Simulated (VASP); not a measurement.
Level of theory: PBE GGA, VASP's PBE PAW potentials (set 64) (plane waves; VASP).

The input files of a VASP run:

### INCAR
```
ALGO = Normal
AMIX = 1.0
BMIX = 1.0
EDIFF = 1E-6
ENCUT = 400
GGA = PE
IMIX = 1
ISIF = 2
ISMEAR = 0
LASPH = .True.
LCHARG = .False.
LMAXMIX = 4
LREAL = .False.
LWAVE = .False.
NELM = 100
PREC = Accurate
SIGMA = 0.05
SYSTEM = SnTe
```

**POSCAR**
```
SnTe
1
    0.0000000000     3.2496880000     3.1488870000
    3.2323180000     0.0000000000     3.1488870000
    3.2323180000     3.2496880000     0.0000000000
Sn Te
1 1
Direct
  0.0000000000   0.0000000000   0.0000000000
  0.4877460000   0.5122540000   0.5122540000
```

File KPOINTS:
```
Automatic mesh
0
Gamma
7 7 7
0 0 0
```

POTCAR, in this order: Sn_d Te (PBE.64 set). Program: vasp_std.

### Question
Predict the energy per atom (σ→0).

### Answer

```yaml
energy per atom (σ→0): -3.778 eV/atom
```

**OSZICAR**
```
...
DAV:  36    -0.755596016302E+01    0.22351E-05   -0.73298E-05  2364   0.861E-02    0.933E-03
DAV:  37    -0.755595969311E+01    0.46991E-06   -0.52879E-05  2362   0.731E-02    0.782E-03
DAV:  38    -0.755595838278E+01    0.13103E-05   -0.38041E-05  2374   0.620E-02    0.670E-03
DAV:  39    -0.755595826288E+01    0.11991E-06   -0.27431E-05  2362   0.527E-02    0.562E-03
DAV:  40    -0.755595747374E+01    0.78914E-06   -0.19714E-05  2262   0.447E-02    0.488E-03
DAV:  41    -0.755595749315E+01   -0.19411E-07   -0.14091E-05  2148   0.379E-02    0.410E-03
DAV:  42    -0.755595700956E+01    0.48359E-06   -0.99986E-06  2060   0.320E-02
   1 F= -.75559570E+01 E0= -.75559570E+01  d E =-.186831E-13
```

The compound is SnTe in the rock salt structure, which distorts at low temperature. The cell was not relaxed at this level, atoms are displaced from their ideal sites. The run is one of a series of settings (AMIX = 1.0, BMIX = 1.0, IMIX = 1 against the base run), some of them coarse on purpose.
